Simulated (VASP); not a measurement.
# WC (Qusongite): W into a neighbouring W vacancy, part 2 of 4

Aim: the barrier for one hop in WC (Qusongite): W into a neighbouring W vacancy. The start is a cell from a database of measured crystal structures.

VASP 6.6.1; LDA; plane waves and PAW (W, C).

So far. Step 2 (Relax the host): The run ended after 7 ionic steps, 0.013 eV below its first step, once forces and stress met EDIFFG = -0.02.

### Step 3. Relax the start

System of this step: W11C12 (Qusongite). The cell holds 23 atoms: 11 W and 12 C. Cell: a = 5.774 Å, b = 5.774 Å, c = 8.445 Å, α = 90.0°, β = 90.0°, γ = 120.0°. It derives from WC (Qusongite). Nearest the centre at fractional (0.000, 0.000, 0.167): W1 at 1.41 Å, C21 at 1.66 Å, C18 at 1.69 Å, C12 at 1.71 Å, W9 at 3.16 Å, W3 at 3.19 Å, W7 at 3.20 Å, W6 at 3.20 Å.

A path needs two true minima; the start is relaxed with symmetry off.

INCAR

```
SYSTEM = W11C12
PREC = Normal
ENCUT = 400
EDIFF = 1E-05
NELM = 120
ISMEAR = 1
SIGMA = 0.15
LREAL = Auto
ALGO = Fast
GGA = CA
NBANDS = 80
LASPH = .TRUE.
LORBIT = 11
LWAVE = .FALSE.
LCHARG = .FALSE.
KPAR = 3
IBRION = 2
NSW = 60
ISIF = 2
EDIFFG = -0.05
POTIM = 0.4
MAXMIX = 40
ISYM = 0
```

POSCAR

```
W11C12
1.0
    5.7736827054      0.0000000000      0.0000000000
   -2.8868413528      5.0001558964      0.0000000000
    0.0000000000      0.0000000000      8.4454327608
W C
11 12
Direct
    0.0028402865      0.0032863701      0.3341158558
   -0.0027034730      0.0036213106      0.6677237459
   -0.0006978026      0.5023243999      0.0008633599
    0.0010757158      0.5001136854      0.3346280283
   -0.0028768820      0.4993483805      0.6655249388
    0.5021538412      0.0001588835     -0.0006925797
    0.4967771056     -0.0010287369      0.3333526152
    0.5016333602      0.0051760939      0.6690507347
    0.4868306418      0.4924441826     -0.0004138855
    0.4989648078      0.5008545453      0.3338479829
    0.5051122077      0.4955520556      0.6657724437
    0.3417028468      0.1692533979      0.1682368962
    0.3282567709      0.1600745715      0.5003965806
    0.3312563298      0.1617574115      0.8317153543
    0.3311943301      0.6628877780      0.1664339493
    0.3337352562      0.6668090072      0.4988010285
    0.3371723512      0.6702312234      0.8340931483
    0.8319622480      0.1695931845      0.1654791846
    0.8342352321      0.1623796506      0.5021655899
    0.8307664137      0.1616718268      0.8325899742
    0.8340663089      0.6677577980      0.1643407039
    0.8298965568      0.6674649799      0.4988946697
    0.8356681149      0.6697046501      0.8294287676
```

KPOINTS

```
Automatic mesh
0
Gamma
4 4 2
0 0 0
```

PAW data sets: W and C (LDA family, release 64).

The run is started by

```console
mpirun -np 3 vasp_std
```

The log of the run:

```text
[banner, memory and clock lines left out]
running    3 mpi-ranks, on    1 nodes
 distrk:  each k-point on    1 cores,    3 groups
 distr:  one band on    1 cores,    1 groups

 POSCAR found type information on POSCAR W C
 POSCAR found :  2 types and      23 ions
 LDA part: xc-table for (Slater(with rela. corr.)+CA(PZ))
 , standard interpolation
 POSCAR, INCAR and KPOINTS ok, starting setup
 FFT: planning ... GRIDC
 FFT: planning ... GRID_SOFT
 FFT: planning ... GRID
 WAVECAR not read
 entering main loop
       N       E                     dE             d eps       ncg     rms          rms(c)
DAV:   1     0.323786105699E+03    0.32379E+03   -0.45997E+04  3208   0.107E+03
DAV:   2    -0.265921323712E+03   -0.58971E+03   -0.55374E+03  3880   0.276E+02
DAV:   3    -0.312423294127E+03   -0.46502E+02   -0.45389E+02  4208   0.695E+01
DAV:   4    -0.313789114912E+03   -0.13658E+01   -0.13576E+01  4080   0.126E+01
DAV:   5    -0.313839417674E+03   -0.50303E-01   -0.50240E-01  4208   0.212E+00    0.115E+02
RMM:   6    -0.276932073091E+03    0.36907E+02   -0.17427E+02  3358   0.315E+01    0.305E+01
RMM:   7    -0.276313860772E+03    0.61821E+00   -0.26729E+01  3284   0.175E+01    0.282E+01
RMM:   8    -0.276061522530E+03    0.25234E+00   -0.72594E+00  3539   0.719E+00    0.108E+01
RMM:   9    -0.275960992839E+03    0.10053E+00   -0.15223E+00  3239   0.367E+00    0.331E+00
RMM:  10    -0.275950205419E+03    0.10787E-01   -0.39243E-01  3501   0.186E+00    0.111E+00
RMM:  11    -0.275951747661E+03   -0.15422E-02   -0.10025E-01  3714   0.791E-01    0.628E-01
RMM:  12    -0.275951142781E+03    0.60488E-03   -0.16505E-02  3326   0.357E-01    0.186E-01
RMM:  13    -0.275950477559E+03    0.66522E-03   -0.55456E-03  3298   0.208E-01    0.126E-01
RMM:  14    -0.275950593367E+03   -0.11581E-03   -0.17407E-03  3734   0.105E-01    0.454E-02
RMM:  15    -0.275950555672E+03    0.37695E-04   -0.20407E-04  3436   0.395E-02    0.344E-02
RMM:  16    -0.275950543715E+03    0.11958E-04   -0.11163E-04  3200   0.253E-02    0.216E-02
RMM:  17    -0.275950544222E+03   -0.50755E-06   -0.20654E-05  2121   0.143E-02
   1 F= -.27595054E+03 E0= -.27595530E+03  d E =-.275951E+03
 curvature:   0.00 expect dE= 0.000E+00 dE for cont linesearch  0.000E+00
 trial: gam= 0.00000 g(F)=  0.160E+01 g(S)=  0.000E+00 ort = 0.000E+00 (trialstep = 0.100E+01)
 search vector abs. value=  0.160E+01
 bond charge predicted
       N       E                     dE             d eps       ncg     rms          rms(c)
DAV:   1    -0.276521285173E+03   -0.57074E+00   -0.15240E+02  3200   0.375E+01    0.290E+00
RMM:   2    -0.276590046749E+03   -0.68762E-01   -0.24539E+00  3200   0.557E+00    0.377E+00
RMM:   3    -0.276627022992E+03   -0.36976E-01   -0.47671E-01  3470   0.214E+00    0.376E+00
RMM:   4    -0.276569332367E+03    0.57691E-01   -0.17129E-01  3221   0.118E+00    0.124E+00
RMM:   5    -0.276571058625E+03   -0.17263E-02   -0.71527E-02  3580   0.679E-01    0.310E-01
RMM:   6    -0.276570676794E+03    0.38183E-03   -0.12351E-02  3255   0.324E-01    0.565E-01
RMM:   7    -0.276570517446E+03    0.15935E-03   -0.34650E-03  3589   0.166E-01    0.310E-01
RMM:   8    -0.276570119582E+03    0.39786E-03   -0.11962E-03  3353   0.901E-02    0.170E-01
RMM:   9    -0.276570117883E+03    0.16992E-05   -0.65332E-04  3592   0.622E-02    0.600E-02
RMM:  10    -0.276570127195E+03   -0.93123E-05   -0.11820E-04  3196   0.277E-02    0.451E-02
RMM:  11    -0.276570125393E+03    0.18024E-05   -0.13256E-05  2055   0.106E-02
   2 F= -.27657013E+03 E0= -.27657347E+03  d E =-.619581E+00
[...]
3 F= -.27660105E+03 E0= -.27660534E+03  d E =-.650505E+00
[...]
4 F= -.27674193E+03 E0= -.27674299E+03  d E =-.140885E+00
[...]
5 F= -.27674238E+03 E0= -.27674323E+03  d E =-.141327E+00
[...]
6 F= -.27675853E+03 E0= -.27675977E+03  d E =-.161555E-01
[...]
7 F= -.27675870E+03 E0= -.27675991E+03  d E =-.163287E-01
 curvature:  -0.50 expect dE=-0.247E-02 dE for cont linesearch -0.213E-05
 trial: gam= 0.12004 g(F)=  0.492E-02 g(S)=  0.000E+00 ort = 0.423E-03 (trialstep = 0.956E+00)
 search vector abs. value=  0.563E-02
 bond charge predicted
       N       E                     dE             d eps       ncg     rms          rms(c)
DAV:   1    -0.276761059106E+03   -0.23629E-02   -0.48538E-01  3304   0.220E+00    0.150E-01
RMM:   2    -0.276761401987E+03   -0.34288E-03   -0.66869E-03  3200   0.289E-01    0.157E-01
RMM:   3    -0.276761284647E+03    0.11734E-03   -0.10817E-03  3363   0.109E-01    0.982E-02
RMM:   4    -0.276761185099E+03    0.99548E-04   -0.33204E-04  3339   0.517E-02    0.495E-02
RMM:   5    -0.276761169393E+03    0.15706E-04   -0.25098E-04  3440   0.373E-02    0.251E-02
RMM:   6    -0.276761170685E+03   -0.12927E-05   -0.30262E-05  2328   0.181E-02
   8 F= -.27676117E+03 E0= -.27676249E+03  d E =-.246645E-02
 trial-energy change:   -0.002466  1 .order   -0.002492   -0.004755   -0.000229
 step:   1.0049(harm=  1.0049)  dis= 0.00549  next Energy=  -276.761202 (dE=-0.250E-02)
 reached required accuracy - stopping structural energy minimisation
```

Run time: 2.3 min. Hardware: 3 MPI ranks of Intel Xeon 6975P-C (Granite Rapids), shared host; peak memory 0.87 GiB; 6.8 min of CPU time.

From OUTCAR (step 3):

```text
 Found     20 irreducible k-points:

   k-points           NKPTS =     20   k-points in BZ     NKDIM =     20   number of bands    NBANDS=     80

   dimension x,y,z NGX =    28 NGY =   28 NGZ =   42
   dimension x,y,z NGXF=    56 NGYF=   56 NGZF=   84

   ENCUT  =  400.0 eV  29.40 Ry    5.42 a.u.   9.42  9.42 13.77*2*pi/ulx,y,z

   NELECT =     114.0000    total number of electrons

 E-fermi :   7.8355

 k-point     1 :       0.0000    0.0000    0.0000
  band No.  band energies     occupation
    ...
     50       7.5410      2.01796
     51       7.5421      2.01839
     52       7.6073      2.05337
     53       7.6112      2.05572
     54       7.6128      2.05664
     55       7.9929     -0.05903
     56       8.0216     -0.07084
     57       8.0600     -0.05563
     58       8.0631     -0.05373
     59       8.4277     -0.00000
    ...

 k-point     2 :       0.2500    0.0000    0.0000
  band No.  band energies     occupation
    ...
     54       7.1745      2.00000
     55       7.3513      2.00005
     56       7.4438      2.00139
     57       7.7055      2.01027
     58       7.8419      0.92764
     59       8.2462     -0.00075
     60       8.3591     -0.00001
     61       9.0315     -0.00000
     62       9.0976     -0.00000
     63       9.6373     -0.00000
    ...

  Total       -3.4834323     -3.5373059    -16.5476868     -0.0165396      0.1364807      0.0223624
  in kB      -22.8907274    -23.2447478   -108.7400447     -0.1086868      0.8968576      0.1469504
  external PRESSURE =     -51.6251733 kB  Pullay stress =       0.0000000 kB

  energy-cutoff  :      400.00
  volume of cell :      243.81
      direct lattice vectors                 reciprocal lattice vectors
     5.773682705  0.000000000  0.000000000     0.173199681  0.099996882  0.000000000
    -2.886841353  5.000155896  0.000000000     0.000000000  0.199993764  0.000000000
     0.000000000  0.000000000  8.445432761     0.000000000  0.000000000  0.118407195

 POSITION                                       TOTAL-FORCE (eV/Angst)
 -----------------------------------------------------------------------------------
      5.77219      0.00008      2.74054         0.014872     -0.014803     -0.034715
      2.88470      4.99819      5.70235         0.021384     -0.002800      0.040913
      4.28730      2.47892      8.44405         0.008130     -0.023049     -0.004223
     -1.44295      2.50189      2.80699        -0.009919     -0.019666      0.020913
     -1.44307      2.50010      5.63515        -0.006342     -0.028186      0.008269
      2.88929      0.04291      8.44410        -0.033120     -0.013257     -0.004297
     -0.00006      4.99516      2.80836        -0.018551      0.022664     -0.016778
     -0.00108      4.99320      5.63473        -0.002221      0.040071      0.017346
      1.47782      2.47201      8.44415         0.027505      0.015519     -0.008377
      1.43901      2.50101      2.80749         0.015347     -0.020763      0.004535
      1.43862      2.49788      5.63488         0.010976      0.002134      0.002732
      1.50892      0.86769      1.44958        -0.046811      0.006850     -0.002169
      1.43936      0.82897      4.22110        -0.011902     -0.000778      0.002142
      1.50564      0.86338      6.99584        -0.020089      0.026821     -0.023463
     -0.00166      3.33196      1.36418        -0.001498      0.005778      0.033909
     -0.00184      3.33056      4.22184         0.003128      0.010195     -0.009472
     -0.00237      3.32897      7.07786         0.002993      0.023138     -0.032111
      4.26598      0.87202      1.44821         0.010861     -0.034699      0.010298
      4.33270      0.83050      4.22090        -0.002038     -0.003564      0.007834
      4.26685      0.86805      6.99595        -0.001486     -0.011067     -0.031014
      2.88205      3.26197      1.44624         0.023510     -0.004784      0.020876
      2.88496      3.33643      4.22118        -0.008588      0.002496      0.001240
      2.88158      3.25705      6.99415         0.023858      0.021750     -0.004389
 -----------------------------------------------------------------------------------
    total drift:                                0.017029     -0.000475      0.019506

  FREE ENERGIE OF THE ION-ELECTRON SYSTEM (eV)
  ---------------------------------------------------
  free  energy   TOTEN  =      -276.7611706855 eV

  energy  without entropy=     -276.7651159619  energy(sigma->0) =     -276.76248578

 total charge
# of ion       s       p       d       tot
------------------------------------------
    1        0.615   0.835   4.354   5.803
    2        0.615   0.835   4.354   5.803
    3        0.635   0.841   4.372   5.848
    4        0.643   0.912   4.478   6.033
    5        0.643   0.912   4.478   6.033
    6        0.635   0.841   4.371   5.847
    7        0.643   0.913   4.479   6.035
    8        0.643   0.912   4.478   6.032
    9        0.635   0.841   4.371   5.847
   10        0.643   0.912   4.478   6.034
   11        0.643   0.912   4.478   6.033
   12        0.867   1.551   0.000   2.418
   13        0.850   1.569   0.000   2.418
   14        0.867   1.550   0.000   2.417
   15        0.850   1.576   0.000   2.426
   16        0.854   1.589   0.000   2.443
   17        0.850   1.576   0.000   2.426
   18        0.867   1.551   0.000   2.418
   19        0.850   1.569   0.000   2.418
   20        0.867   1.550   0.000   2.417
   21        0.867   1.549   0.000   2.417
   22        0.850   1.569   0.000   2.418
   23        0.867   1.550   0.000   2.418
--------------------------------------------------
tot         17.298  28.415  48.691  94.404

[... 1 part as in an earlier step ...]

[... 7 further parts left out ...]
```

CONTCAR:

```
W11C12
   1.00000000000000
     5.7736827053999997    0.0000000000000000    0.0000000000000000
    -2.8868413527999999    5.0001558963999999    0.0000000000000000
     0.0000000000000000    0.0000000000000000    8.4454327607999993
  W               C
    11    12
Direct
     0.9997499424503838    0.0000167831254613    0.3244993589151016
     0.9994326293437918    0.9996061651425262    0.6751995199454943
     0.9904428409770970    0.4957679286034590    0.9998366109608073
     0.0002626929600101    0.5003617384479242    0.3323678263224925
     0.0000621848863289    0.5000045117995051    0.6672420738192091
     0.5047160184793025    0.0085826317008153    0.9998420791960566
     0.4994903712260740    0.9990006965110729    0.3325300249935643
     0.4991171601007980    0.9986091271574362    0.6671928442086134
     0.5031515261591595    0.4943868237811430    0.9998478345399543
     0.4993295540160000    0.5001862191026699    0.3324266940676810
     0.4989490771687228    0.4995602950479351    0.6672105626011212
     0.3481111457192877    0.1735326588711500    0.1716411796485558
     0.3321915517126292    0.1657881547158356    0.4998083106330994
     0.3471120566448839    0.1726702957844778    0.8283574039603470
     0.3328990476599423    0.6663716166356263    0.1615282521795305
     0.3327263846332066    0.6660918506910838    0.4998958306720355
     0.3324760100286587    0.6657741452379726    0.8380690609332158
     0.8260666402569772    0.1743993996277841    0.1714779976050508
     0.8334697502258704    0.1660943660619903    0.4997845156362545
     0.8258184319861173    0.1736038108025214    0.8283707891052614
     0.8253569148749030    0.6523734542783014    0.1712451157342054
     0.8333073021473757    0.6672651507795513    0.4998177600773055
     0.8247833347424753    0.6513888259937665    0.8281574413450360
```

Step by step:

```tsv
step	energy less that of the first step (eV)	largest force (eV/Å)
1	0.0000	2.5287
2	-0.6196	1.3039
3	-0.6505	0.8336
4	-0.7914	0.3130
5	-0.7918	0.3190
6	-0.8080	0.2149
7	-0.8082	0.1622
8	-0.8106	0.0474
```

The atoms that moved most (Å):

```tsv
atom	dx	dy	dz	length
C21	-0.006	-0.077	0.058	0.097
C20	-0.063	0.060	-0.036	0.094
C23	-0.010	-0.092	-0.011	0.093
W9	0.089	0.010	0.002	0.089
C14	0.060	0.055	-0.028	0.086
W1	-0.008	-0.016	-0.081	0.083
C18	-0.048	0.024	0.051	0.074
W2	0.024	-0.020	0.063	0.070
```

The relaxed structure:

```xyz
23
Lattice="5.7737 0.0000 0.0000 -2.8868 5.0002 0.0000 0.0000 0.0000 8.4454" Properties=species:S:1:pos:R:3 pbc="T T T"
W    -0.0015    0.0001    2.7405
W    -0.0021   -0.0020    5.7024
W    -1.4864    2.4789   -0.0014
W    -1.4429    2.5019    2.8070
W    -1.4431    2.5001    5.6351
W     2.8893    0.0429   -0.0013
W     2.8868   -0.0050    2.8084
W     2.8858   -0.0070    5.6347
W     1.4778    2.4720   -0.0013
W     1.4390    2.5010    2.8075
W     1.4386    2.4979    5.6349
C     1.5089    0.8677    1.4496
C     1.4394    0.8290    4.2211
C     1.5056    0.8634    6.9958
C    -0.0017    3.3320    1.3642
C    -0.0018    3.3306    4.2218
C    -0.0024    3.3290    7.0779
C     4.2660    0.8720    1.4482
C     4.3327    0.8305    4.2209
C     4.2668    0.8680    6.9959
C     2.8821    3.2620    1.4462
C     2.8850    3.3364    4.2212
C     2.8816    3.2570    6.9941
```

Numbers from this step:

| Quantity | Value |
| --- | --- |
| electronic cycles | 65 |
| electrons | 114 |
| free energy (TOTEN) | -276.7612 eV |
| energy at zero smearing | -276.7625 eV |
| Fermi energy | 7.835 eV |

The run ended after 8 ionic steps, 0.811 eV below its first step, once the forces on the free atoms met EDIFFG = -0.05.

(Continued in part 3 of 4.)

[Lines on the potential files, build, host, timing and source positions are cut from VASP's logs without a mark.]

[Logs are printed without paths, hosts, clocks, repeated set-up lines and the standing remarks that a program may print on its own settings, such as how far it seeks lower states.]

[Hosts, paths, dates, database ids (printed as entryN), source tags and the programs' standing remarks are cut or masked in the printed files.]

[Runs that stopped without an error message from VASP are left out.]
